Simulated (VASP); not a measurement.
Here is the system:

```
CELL_PARAMETERS angstrom
      4.23816     2.11719     2.11719
      2.11719     4.23816     2.11719
      2.11719     2.11719     4.23816
ATOMIC_POSITIONS crystal
  Ni 0.00000 0.00000 0.00000
  Ni 0.50000 0.50000 0.50000
  O  0.25000 0.25000 0.25000
  O  0.75000 0.75000 0.75000
```
Starting moments (μB, in the order of the record's atoms Ni Ni O O): 1.4 -1.4 0.0 0.0.

These are RPBE GGA, VASP's PBE PAW potentials (set 64) (plane waves; VASP 6.6.1) values and carry that method's errors. Numerical set-up: 520 eV cut-off, 10×10×10 Γ-centred mesh, tetrahedra with Blöchl corrections, potentials Ni O.

The cores are frozen, which limits the accuracy of field gradients.

Q: Give the principal components of the electric field gradient (V/Å²) and the asymmetry η at each nucleus.

A: 
```json
[
 {"atom": "Ni1", "Vxx": "-0.6", "Vyy": "-0.6", "Vzz": "1.3", "η": "0.00"},
 {"atom": "Ni2", "Vxx": "-0.6", "Vyy": "-0.6", "Vzz": "1.3", "η": "0.00"},
 {"atom": "O3", "Vxx": "1.2", "Vyy": "1.2", "Vzz": "-2.5", "η": "0.00"},
 {"atom": "O4", "Vxx": "1.2", "Vyy": "1.2", "Vzz": "-2.5", "η": "0.00"}
]
```

The compound is NiO in the rock salt, AFM-II order structure. It was relaxed first.
